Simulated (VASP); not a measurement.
Input for VASP

File POSCAR:
```
HfS2
1.0
  1.8509370000  -3.2059170000   0.0000000000
  1.8509370000   3.2059170000   0.0000000000
  0.0000000000   0.0000000000   5.9658300000
Hf S
1 2
Cartesian
  0.0000000000   0.0000000000   0.0000000000
  1.8509370000   1.0686411373   1.4914575000
  1.8509370000  -1.0686411373   4.4743725000
```

**INCAR**
```
SYSTEM = HfS2
PREC = Accurate
ENCUT = 300
EDIFF = 1E-6
NELM = 100
ALGO = Normal
LREAL = .FALSE.
LASPH = .TRUE.
ISMEAR = -1
SIGMA = 0.02
LMAXMIX = 6
LWAVE = .FALSE.
LCHARG = .FALSE.
ISIF = 3
IBRION = 2
NSW = 50
EDIFFG = -0.01
```

**KPOINTS**
```
kpoints
0
gamma
8 8 5
0 0 0
```

POTCAR, in this order: Hf_pv S (LDA.64 set). Program: vasp_std.

Task: Translate this LDA calculation to Quantum ESPRESSO's pw.x.

Result: One equivalent input (not run):
```
&CONTROL
  calculation = 'vc-relax'
  pseudo_dir = './pseudo'
  outdir = './out'
  tprnfor = .true.
  tstress = .true.
  nstep = 50
  forc_conv_thr = 0.00039
/
&SYSTEM
  ibrav = 0
  nat = 3
  ntyp = 2
  ecutwfc = 58
  occupations = 'smearing'
  smearing = 'fermi-dirac'
  degauss = 0.00147
  input_dft = 'pz'
/
&ELECTRONS
  conv_thr = 7.3e-08
  electron_maxstep = 100
/
&IONS
/
&CELL
/
ATOMIC_SPECIES
  Hf 178.490 Hf.upf
  S 32.060 S.upf
CELL_PARAMETERS angstrom
     1.8509370   -3.2059170    0.0000000
     1.8509370    3.2059170    0.0000000
     0.0000000    0.0000000    5.9658300
ATOMIC_POSITIONS crystal
  Hf   0.0000000  0.0000000  0.0000000
  S    0.3333330  0.6666670  0.2500000
  S    0.6666670  0.3333330  0.7500000
K_POINTS automatic
  8 8 5 0 0 0
```
What does not carry over: the potentials are each code's own (VASP's PAW set, PseudoDojo norm-conserving files in pw.x), so ENCUT and ecutwfc are chosen apart and not converted; conv_thr bounds pw.x's estimated SCF error, while EDIFF bounds the energy change between steps; forc_conv_thr acts on force components and is met together with etot_conv_thr.

The structure is a typed HfS2 crystal. This run relaxes it. Symmetry was kept, so distortions that lower it aren't found. The run is one of a series of settings (EDIFFG = -0.01, IBRION = 2, ISIF = 3, NSW = 50 against the base run), some of them coarse on purpose.
